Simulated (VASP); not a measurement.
Here is a VASP 6.6.1 calculation.

Contents of INCAR:

```
PREC = Accurate ; ENCUT = 520
EDIFF = 1E-7 ; ISMEAR = -1
SIGMA = 0.1 ; LREAL = False
LASPH = True ; NELM = 80
ALGO = Normal ; ISIF = 2
LWAVE = False ; LCHARG = False
GGA = PS ; NBANDS = 26
```

File KPOINTS:

```
regular mesh
0
Gamma
  3 2 3
```

Contents of POSCAR:

```
LiMg12
1.0
    6.4200000000      0.0000000000      0.0000000000
   -4.8150000000      8.3398250000      0.0000000000
    0.0000000000      0.0000000000      5.2130400000
Mg Li
12 1
Direct
    0.0922316427      0.0497252640      0.0888541043
    0.2413941934      0.2830634935      0.5949311726
    0.0582593287      0.3513862701      0.1419325384
    0.2286621855      0.6487666108      0.6151688842
    0.0330253939      0.6747503695      0.0941868852
   -0.0689962652      0.8091057067      0.4892346884
    0.4958745912     -0.0023022066     -0.0302894280
    0.7631960602      0.3151025351      0.6930696868
    0.5708973220      0.3668662112      0.1458649847
    0.6196201991      0.5517262053      0.6635475653
    0.5651307736      0.7031442506      0.0710909565
    0.7709056764      1.0081026880      0.4942605466
    0.3537878487      0.0018105896      0.5469936927
```

Potentials or basis: VASP PAW PBE potentials, release 64 (Mg, Li_sv).

The run is started by

```bash
$ cat potpaw_PBE.64/Mg/POTCAR potpaw_PBE.64/Li_sv/POTCAR > POTCAR
$ mpirun -np 1 vasp_std > vasp.out
```

(1) What does it give for the band gap on the k mesh?

(2) Estimate the largest force.

## Answers

(1) none (metal or under the smearing width).

(2) 1.364 eV/Å.

Caveat: the k mesh is coarse (spacing up to 0.40 Å⁻¹), so the values aren't converged; the PAW data sets were made with another functional, which shifts forces and pressure a little.
